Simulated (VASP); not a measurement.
Crystal: InAs.

```xyz
2
Lattice="0.0000 3.0932 3.0932 3.0932 0.0000 3.0932 3.0932 3.0932 0.0000" Properties=species:S:1:pos:R:3 pbc="T T T"
In    0.0000    0.0000    0.0000
As    1.5466    1.5466    1.5466
```

```yaml
Program: VASP 6.6.1
Task: relaxation of cell and atoms
Functional: LDA
Potentials_or_basis: VASP PAW LDA potentials, release 64 (In_d, As)
Cutoff: 600 eV
k_mesh: 12 × 12 × 12
Occupations: gaussian, width 0.1 eV
Spin: no spin polarisation
```

At the start: pressure -3.8 GPa; volume 29.59 Å³/atom.

Q: Where does the relaxation end?

A: Over 3 steps the energy falls by 27.6 meV/atom and the volume is 27.44 Å³/atom (-7.3 %); space group F-43m (No. 216, to 0.05 Å).

Step by step:
```tsv
step	energy change (eV)	largest force (eV/Å)	pressure (GPa)	volume (Å³)
1	0.0000	0.0000	-3.81	59.19
2	-0.0468	0.0000	1.83	53.36
3	-0.0552	0.0000	-0.01	54.87
```

Final structure:
```cif
data_structure
_symmetry_space_group_name_H-M 'P 1'
_symmetry_Int_Tables_number 1
_cell_length_a 4.2654
_cell_length_b 4.2654
_cell_length_c 4.2654
_cell_angle_alpha 60.000
_cell_angle_beta 60.000
_cell_angle_gamma 60.000
_cell_volume 54.87
loop_
_atom_site_label
_atom_site_type_symbol
_atom_site_fract_x
_atom_site_fract_y
_atom_site_fract_z
_atom_site_occupancy
In1 In 0.00000 0.00000 0.00000 1
As1 As 0.25000 0.25000 0.25000 1
```
